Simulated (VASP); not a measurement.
An input for Ansatz (written as the equivalent of a VASP run, and not itself run):

Ansatz 0.2 input:
```yaml
crystal:
  lattice:
    - [0.0000000, 2.8261768, 2.8261768]
    - [2.8261768, 0.0000000, 2.8261768]
    - [2.8261768, 2.8261768, 0.0000000]
  atoms:
    - { symbol: In, position: [0.0000000, 0.0000000, 0.0000000] }
    - { symbol: As, position: [0.5000000, 0.5000000, 0.5000000] }
kpoints:
  mp_grid: { grid: [13, 13, 13] }
hamiltonian:
  xc: pbesol
  pseudopotentials: { kind: paw }
scf:
  occupations: { method: tetrahedron }
  max_iter: 100
output: { forces: true, stress: true, eigenvalues: true }
```

Question: Write the VASP files for the same calculation (PBEsol).

Answer: One answer among several that fit: 
File POSCAR:
```
InAs
1
    0.0000000000     2.8261768402     2.8261768402
    2.8261768402     0.0000000000     2.8261768402
    2.8261768402     2.8261768402     0.0000000000
In As
1 1
Direct
  0.0000000000   0.0000000000   0.0000000000
  0.5000000000   0.5000000000   0.5000000000
```

KPOINTS:
```
K-points
0
G
 13 13 13
```

### INCAR
```
SYSTEM = InAs
PREC = Accurate
ENCUT = 400
EDIFF = 1E-7
NELM = 100
ALGO = Normal
LREAL = .FALSE.
LASPH = .TRUE.
ISMEAR = -5
GGA = PS
LMAXMIX = 4
LWAVE = .FALSE.
LCHARG = .TRUE.
LORBIT = 11
NEDOS = 601
ISIF = 2
```

POTCAR, in this order: In_d As (PBE.64 set). Program: vasp_std.

What does not carry over: each code has its own PAW files, so the cut-off isn't converted (ENCUT is set for VASP's; basis.ecutwfc is left out, and Ansatz then takes the one that its files recommend); Ansatz stops its SCF on the density residual and VASP on the energy change (EDIFF).

The structure was generated: InAs was put into the rock salt type (Fm-3m), which need not be its known phase. It was relaxed first.
